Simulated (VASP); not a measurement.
Here is the system:

```
Zn4S3Se
1.0
    0.00000     2.71270     2.71270
    2.71270     0.00000     2.71270
   10.85401    10.85401    -0.00322
Zn Se S
4 1 3
Direct
  0.01175   0.01175   0.99119
  0.98890   0.98890   0.25832
  0.99651   0.99651   0.50262
  0.00330   0.00330   0.74752
  0.24800   0.24800   0.06400
  0.24362   0.24362   0.31728
  0.25050   0.25050   0.56213
  0.25741   0.25741   0.80694
```

Level of theory: PBEsol GGA, VASP's PBE PAW potentials (set 64) (plane waves; VASP 6.6.1). Run with 400 eV cut-off, 8×8×2 Γ-centred mesh, tetrahedra with Blöchl corrections, potentials Zn Se S.

The cores are frozen, which limits the accuracy of field gradients.

Give the principal components of the electric field gradient (V/Å²) and the asymmetry η at each nucleus.

```tsv
atom	Vxx	Vyy	Vzz	η
Zn1	2.0	2.0	-4.0	0.00
Zn2	-3.2	-3.2	6.5	0.00
Zn3	1.2	1.2	-2.4	0.00
Zn4	1.1	1.1	-2.2	0.00
Se5	-22.1	-22.1	44.1	0.00
S6	3.3	3.3	-6.6	0.00
S7	3.3	3.3	-6.5	0.00
S8	2.6	2.6	-5.2	0.00
```

The structure was generated: Zn4S3Se was put into an ordered model structure (R3m), which need not be its known phase. It was relaxed first.
